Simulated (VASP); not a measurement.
BN (relaxed from the NiAs type structure, space group P6_3/mmc) relaxed at rising pressure, in one space group throughout; other phases were not tried. The pressures are those reached. Method: PBEsol GGA, VASP's PBE PAW potentials (set 64) (plane waves; VASP 6.6.1).

```json
[
 {"P (GPa)": "-0.31", "V (Å³/atom)": "5.348", "k-mesh": "10×10×6"},
 {"P (GPa)": "5.00", "V (Å³/atom)": "5.278", "k-mesh": "10×10×6"},
 {"P (GPa)": "10.01", "V (Å³/atom)": "5.216", "k-mesh": "10×10×6"},
 {"P (GPa)": "19.97", "V (Å³/atom)": "5.101", "k-mesh": "10×10×6"},
 {"P (GPa)": "30.00", "V (Å³/atom)": "4.996", "k-mesh": "10×10×6"}
]
```

### Question
Fit an equation of state and predict the volume at 44.84 GPa.

### Answer
Least squares on the third-order Birch-Murnaghan form, P = (3B0/2)(y⁷ − y⁵)[1 + (3/4)(B′ − 4)(y² − 1)] with y = (V0/V)^(1/3), gives V0 = 5.344 Å³/atom, B0 = 396 GPa and B′ = 3.6, and so 4.856 Å³/atom. The run gave 4.859 Å³/atom, +0.1 % from the fit.

Pressures at which the relaxation failed are left out.

The structure was generated: BN was put into the NiAs type type (P6_3/mmc), which need not be its known phase.
